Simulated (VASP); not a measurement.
# TePt with r2SCAN + rVV10: from relaxation to properties, part 4 of 7

Aim: relax TePt with r2SCAN + rVV10, compute its properties on that cell and hold them against experiment. The start is a cell from a database of measured crystal structures.

VASP 6.6.1; r2SCAN with rVV10; plane waves and PAW (Te, Pt).

Still holding for the runs below: The k-mesh is coarse for a metal.

So far. Step 3 (Second relaxation): It ends with a largest force of 0.002 eV/Å and a pressure of 0.03 GPa. The volume moved by under 0.01 %: the run met its threshold at the first step. Step 4 (Density, ELF and potential (r2SCAN + rVV10)): In this run the pressure is 0.05 GPa, small enough to go on.

The database entry behind the starting cell differs from later determinations by our own check (c about 0.8 % long), so it need not match the best structure at ambient conditions.

### 5. Bands along the symmetry lines (r2SCAN + rVV10)

Levels along the symmetry lines show where the bands peak and cross; KPOINTS_OPT computes them in the converged potential.

INCAR

```
SYSTEM = TePt
PREC = Accurate
ENCUT = 400
EDIFF = 1E-06
NELM = 100
ISMEAR = 0
SIGMA = 0.05
LREAL = .FALSE.
ALGO = Normal
METAGGA = R2SCAN
LUSE_VDW = .TRUE.
IVDW_NL = 2
BPARAM = 11.95
CPARAM = 0.0093
LASPH = .TRUE.
NBANDS = 30
LORBIT = 11
LWAVE = .FALSE.
LCHARG = .FALSE.
KPAR = 4
```

POSCAR

```
TePt
1.0
   -3.9730888197      0.0000000000      0.0000000000
    1.9865444098     -3.4407958493      0.0000000000
    1.9865444098      1.1469319498      6.7537691630
Te Pt
2 2
Direct
    0.1943745804      0.0971872902      0.2915618707
    0.8056254196      0.9028127098      0.7084381293
    0.7394207909      0.3697103955      0.1091311864
    0.2605792091      0.6302896045      0.8908688136
```

KPOINTS

```
Automatic mesh
0
Gamma
6 6 6
0 0 0
```

KPOINTS_OPT

```
Line mode
16
Line-mode
Reciprocal
  0.00000000   0.00000000   0.00000000 GAMMA
  0.00000000  -0.50000000   0.00000000 L

  0.00000000  -0.50000000   0.00000000 L
 -0.37178557  -0.31410721   0.18589279 B1

 -0.31410721  -0.31410721  -0.18589279 B
  0.00000000   0.00000000  -0.50000000 Z

  0.00000000   0.00000000  -0.50000000 Z
  0.00000000   0.00000000   0.00000000 GAMMA

  0.00000000   0.00000000   0.00000000 GAMMA
 -0.34294639  -0.34294639   0.34294639 X

 -0.34294639  -0.31410721   0.00000000 Q
 -0.50000000   0.00000000   0.00000000 F

 -0.50000000   0.00000000   0.00000000 F
 -0.47116082   0.00000000  -0.18589279 P1

 -0.47116082   0.00000000  -0.18589279 P1
  0.00000000   0.00000000  -0.50000000 Z

  0.00000000  -0.50000000   0.00000000 L
  0.00000000  -0.47116082  -0.34294639 P
```

PAW data sets: Te and Pt (PBE family, release 64).

Launch:

```
> mpirun -np 4 vasp_std
```

Log:

```text
[... set-up lines as in an earlier step ...]
 entering main loop
       N       E                     dE             d eps       ncg     rms          rms(c)
Total rVV10 correction in eV:      0.7033702    43.2549020
Total rVV10 correction in eV:      0.7033702    43.2549020
Total rVV10 correction in eV:      0.7033702    43.2549020
Total rVV10 correction in eV:      0.7033702    43.2549020
DAV:   1    -0.590945470514E+01   -0.59095E+01   -0.11997E+04  1920   0.785E+02
DAV:   2    -0.157641325688E+03   -0.15173E+03   -0.14170E+03  2202   0.183E+02
DAV:   3    -0.163215968218E+03   -0.55746E+01   -0.54926E+01  2336   0.332E+01
DAV:   4    -0.163274600562E+03   -0.58632E-01   -0.58618E-01  2204   0.383E+00
DAV:   5    -0.163275962335E+03   -0.13618E-02   -0.13618E-02  2294   0.573E-01    0.157E+01
Total rVV10 correction in eV:      0.6803565    43.2549019
Total rVV10 correction in eV:      0.6803565    43.2549019
Total rVV10 correction in eV:      0.6803565    43.2549019
Total rVV10 correction in eV:      0.6803565    43.2549019
DAV:   6    -0.154836718933E+03    0.84392E+01   -0.40609E+00  2112   0.137E+01    0.954E+00
Total rVV10 correction in eV:      0.6835085    43.2549019
Total rVV10 correction in eV:      0.6835085    43.2549019
Total rVV10 correction in eV:      0.6835085    43.2549019
Total rVV10 correction in eV:      0.6835085    43.2549019
DAV:   7    -0.154712053409E+03    0.12467E+00   -0.42543E-01  2118   0.622E+00    0.431E+00
Total rVV10 correction in eV:      0.6817526    43.2549019
Total rVV10 correction in eV:      0.6817526    43.2549019
Total rVV10 correction in eV:      0.6817526    43.2549019
Total rVV10 correction in eV:      0.6817526    43.2549019
DAV:   8    -0.154703774895E+03    0.82785E-02   -0.77910E-02  2208   0.174E+00    0.113E+00
Total rVV10 correction in eV:      0.6815370    43.2549019
Total rVV10 correction in eV:      0.6815370    43.2549019
Total rVV10 correction in eV:      0.6815370    43.2549019
Total rVV10 correction in eV:      0.6815370    43.2549019
DAV:   9    -0.154698775658E+03    0.49992E-02   -0.22547E-02  2136   0.113E+00    0.252E-01
Total rVV10 correction in eV:      0.6818699    43.2549019
Total rVV10 correction in eV:      0.6818699    43.2549019
Total rVV10 correction in eV:      0.6818699    43.2549019
Total rVV10 correction in eV:      0.6818699    43.2549019
DAV:  10    -0.154699552938E+03   -0.77728E-03   -0.30658E-03  2244   0.234E-01    0.309E-01
Total rVV10 correction in eV:      0.6818515    43.2549019
Total rVV10 correction in eV:      0.6818515    43.2549019
Total rVV10 correction in eV:      0.6818515    43.2549019
Total rVV10 correction in eV:      0.6818515    43.2549019
DAV:  11    -0.154699578423E+03   -0.25485E-04   -0.45316E-05  2172   0.343E-02    0.186E-01
Total rVV10 correction in eV:      0.6820213    43.2549019
Total rVV10 correction in eV:      0.6820213    43.2549019
Total rVV10 correction in eV:      0.6820213    43.2549019
Total rVV10 correction in eV:      0.6820213    43.2549019
DAV:  12    -0.154699545579E+03    0.32844E-04   -0.15139E-04  2214   0.740E-02    0.146E-01
Total rVV10 correction in eV:      0.6820885    43.2549019
Total rVV10 correction in eV:      0.6820885    43.2549019
Total rVV10 correction in eV:      0.6820885    43.2549019
Total rVV10 correction in eV:      0.6820885    43.2549019
DAV:  13    -0.154699552557E+03   -0.69781E-05   -0.13534E-05  2118   0.180E-02    0.769E-02
Total rVV10 correction in eV:      0.6820782    43.2549019
Total rVV10 correction in eV:      0.6820782    43.2549019
Total rVV10 correction in eV:      0.6820782    43.2549019
Total rVV10 correction in eV:      0.6820782    43.2549019
DAV:  14    -0.154699552229E+03    0.32758E-06   -0.35012E-07  1442   0.329E-03
Total rVV10 correction in eV:      0.6822187    43.2549019
Total rVV10 correction in eV:      0.6822187    43.2549019
Total rVV10 correction in eV:      0.6822187    43.2549019
Total rVV10 correction in eV:      0.6822187    43.2549019
Total rVV10 correction in eV:      0.6821473    43.2549019
Total rVV10 correction in eV:      0.6821473    43.2549019
Total rVV10 correction in eV:      0.6821473    43.2549019
Total rVV10 correction in eV:      0.6821473    43.2549019
   1 F= -.15469955E+03 E0= -.15469701E+03  d E =-.509260E-02
 Start KPOINTS_OPT (optional k-point list driver)
k-point batch [1-32\144]
       N       E                     dE             ncg
DAV:   1     0.856054575211E+04   -0.12997E+05     1920
DAV:   2     0.365175595918E+04   -0.49088E+04     2192
DAV:   3     0.347573909186E+04   -0.17602E+03     2342
DAV:   4     0.347363687169E+04   -0.21022E+01     2218
DAV:   5     0.347358869216E+04   -0.48180E-01     2308
DAV:   6     0.347358696064E+04   -0.17315E-02     2278
DAV:   7     0.347358688888E+04   -0.71758E-04     2322
DAV:   8     0.347358688571E+04   -0.31726E-05     1690
DAV:   9     0.347358688555E+04   -0.16274E-06     1478
[...]
k-point batch [129-144\144]
       N       E                     dE             ncg
DAV:   1     0.129130159221E+05   -0.10037E+05      960
DAV:   2     0.104822161965E+05   -0.24308E+04     1100
DAV:   3     0.103999911287E+05   -0.82225E+02     1186
DAV:   4     0.103989700202E+05   -0.10211E+01     1134
DAV:   5     0.103989410825E+05   -0.28938E-01     1156
DAV:   6     0.103989399819E+05   -0.11006E-02     1152
DAV:   7     0.103989399374E+05   -0.44522E-04     1156
DAV:   8     0.103989399354E+05   -0.19851E-05      964
DAV:   9     0.103989399353E+05   -0.10055E-06      762
```

The job ended after 3.4 min (4 MPI ranks of Intel Xeon Platinum 8375C at 2.90GHz (Ice Lake), shared host; peak memory 1.5 GiB; 14 min of CPU time).

From OUTCAR (step 5):

```text
   k-points           NKPTS =     32   k-points in BZ     NKDIM =     32   number of bands    NBANDS=     30

   NELECT =      32.0000    total number of electrons

 E-fermi :   8.0161

 k-point     1 :       0.0000    0.0000    0.0000
  band No.  band energies     occupation
    ...
      9       4.8654      2.00000
     10       4.8654      2.00000
     11       5.9148      2.00000
     12       5.9148      2.00000
     13       6.1947      2.00000
     14       8.7523      0.00000
     15       8.7523      0.00000
     16       8.8035      0.00000
     17       9.4470      0.00000
     18      10.9563      0.00000
    ...

  Total        0.0475654      0.0475654      0.0556809      0.0000000      0.0000000     -0.0000000
  in kB        0.8254073      0.8254073      0.9662371      0.0000000      0.0000000     -0.0000000
  external PRESSURE =       0.8723506 kB  Pullay stress =       0.0000000 kB

 POSITION                                       TOTAL-FORCE (eV/Angst)
 -----------------------------------------------------------------------------------
      0.00000      0.00000      1.96914        -0.000000      0.000000      0.001402
     -0.00000     -2.29386      4.78463         0.000000     -0.000000     -0.001402
     -1.98654     -1.14693      0.73705        -0.000000      0.000000      0.001185
      1.98654     -1.14693      6.01672         0.000000     -0.000000     -0.001185
 -----------------------------------------------------------------------------------
    total drift:                               -0.000000      0.000000     -0.000000

  FREE ENERGIE OF THE ION-ELECTRON SYSTEM (eV)
  ---------------------------------------------------
  free  energy   TOTEN  =      -154.6995522293 eV

  energy  without entropy=     -154.6944596288  energy(sigma->0) =     -154.69700593

[... 8 parts as in an earlier step ...]

[... 8 further parts left out ...]
```

Spin-orbit coupling is off here; with elements this heavy it splits and shifts levels by tenths of an eV or more. The cell is typed on its shortest vectors, so the axes of tensors and the coordinates of k-points follow the printed cell and not the standard setting.

Numbers from this step:

```
bands        : 30
Fermi energy : 8.016 eV
pressure     : 0.08724 GPa
```

Electronic bands along the path, in eV, zero at the Fermi level; # counts the bands kept, so #1 is VASP's band 3:

```csv
point,#11,#12,#13,#14,#15,#16,#17,#18
Γ,-1.82,0.74,0.74,0.79,1.43,2.94,2.94,5.04
0.53 of the way,-1.96,-1.79,-0.74,0.24,1.17,1.74,3.52,4.53
L,-2.63,-2.10,-1.95,-1.09,0.31,1.48,2.15,4.10
0.53 of the way,-2.55,-1.93,-1.76,-1.58,-1.11,1.66,3.03,5.65
B1,-2.50,-2.17,-1.34,-1.30,-0.44,1.25,3.56,3.58
jump to B,-2.50,-2.17,-1.34,-1.30,-0.44,1.25,3.56,3.58
0.53 of the way,-1.82,-1.69,-0.78,-0.25,1.53,1.66,2.99,4.83
Z,-1.74,-1.72,1.27,1.27,2.10,2.10,3.64,5.04
0.47 of the way,-1.81,-0.86,0.96,0.96,2.53,2.53,2.90,4.90
Γ,-1.82,0.74,0.74,0.79,1.43,2.94,2.94,5.04
0.53 of the way,-1.90,-1.87,-0.91,-0.76,-0.04,2.42,4.13,5.79
X,-2.47,-2.19,-1.59,-0.86,-0.77,1.31,3.26,4.20
jump to Q,-2.47,-2.19,-1.59,-0.86,-0.77,1.31,3.26,4.20
0.53 of the way,-2.54,-2.37,-1.84,-0.83,-0.36,1.64,3.96,4.22
F,-2.60,-1.89,-1.72,-1.33,-1.24,2.59,3.93,5.05
0.53 of the way,-2.55,-1.89,-1.68,-1.46,-1.07,2.52,3.55,5.06
P1,-2.44,-1.88,-1.58,-1.57,-0.84,2.34,2.99,5.01
0.47 of the way,-1.93,-1.55,-0.48,-0.18,0.43,2.62,2.71,5.14
Z,-1.74,-1.72,1.27,1.27,2.10,2.10,3.64,5.04
jump to L,-2.63,-2.10,-1.95,-1.09,0.31,1.48,2.15,4.10
0.47 of the way,-2.55,-2.05,-1.92,-1.26,0.00,1.74,2.32,4.42
P,-2.44,-1.88,-1.58,-1.57,-0.84,2.34,2.99,5.01
```

Of the projections kept (Te, Pt), the largest for each band there; the rest of the weight can lie on other orbitals:

```csv
point,#11,#12,#13,#14,#15,#16,#17,#18
Γ,Pt 0.96,Te 0.64,Te 0.64,Te 0.64,Te 0.51,Te 0.50,Te 0.50,Te 0.70
L,Pt 0.98,Pt 0.83,Pt 0.97,Te 0.52,Te 0.62,Pt 0.65,Pt 0.78,Pt 0.68
B1,Pt 0.93,Pt 0.90,Pt 0.79,Pt 0.78,Pt 0.64,Pt 0.76,Pt 0.66,Pt 0.66
B,Pt 0.93,Pt 0.90,Pt 0.79,Pt 0.78,Pt 0.64,Pt 0.76,Pt 0.66,Pt 0.66
Z,Pt 0.92,Pt 0.69,Te 0.64,Te 0.64,Te 0.51,Te 0.51,Te 0.62,Te 0.52
Γ,Pt 0.96,Te 0.64,Te 0.64,Te 0.64,Te 0.51,Te 0.50,Te 0.50,Te 0.70
```

There is no gap at this level.

[end of part 4 of 7]

[Lines on the potential files, build, host, timing and source positions are cut from VASP's logs without a mark.]

[Logs are printed without paths, hosts, clocks, repeated set-up lines and the standing remarks that a program may print on its own settings, such as how far it seeks lower states.]

[Hosts, paths, dates, database ids (printed as entryN), source tags and the programs' standing remarks are cut or masked in the printed files.]

[A measured line is paired with the nearest computed mode of its activity, which favours agreement.]
